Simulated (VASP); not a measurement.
The system is CdF2.

```
CELL_PARAMETERS angstrom
0.00000 2.69400 2.69400
2.69400 0.00000 2.69400
2.69400 2.69400 0.00000
ATOMIC_POSITIONS crystal
Cd 0.00000 0.00000 0.00000
F 0.25000 0.25000 0.25000
F 0.75000 0.75000 0.75000
```

* Program: VASP 6.6.1
* Task: relaxation of cell and atoms
* Functional: PBE
* Dispersion: D3(BJ)
* Potentials or basis: VASP PAW PBE potentials, release 64 (Cd, F)
* Cutoff: 600 eV
* k mesh: 8 × 8 × 8
* Occupations: gaussian, width 0.02 eV
* Spin: no spin polarisation

At the start: pressure 3.9 GPa; volume 13.03 Å³/atom.

Task: How do energy, volume and symmetry change on relaxing?

Result: Over 3 steps the energy falls by 5.7 meV/atom and the volume is 13.52 Å³/atom (+3.7 %); space group Fm-3m (No. 225, to 0.05 Å).

Step by step:
```tsv
step	energy change (eV)	largest force (eV/Å)	pressure (GPa)	volume (Å³)
1	0.0000	0.0000	3.95	39.10
2	-0.0160	0.0000	-0.94	40.95
3	-0.0172	0.0000	0.01	40.55
```

Final structure:
```
Cd F
1.0
     0.00000    2.72680    2.72680
     2.72680    0.00000    2.72680
     2.72680    2.72680    0.00000
Cd F
1 2
Direct
  0.00000 0.00000 0.00000
  0.25000 0.25000 0.25000
  0.75000 0.75000 0.75000
```
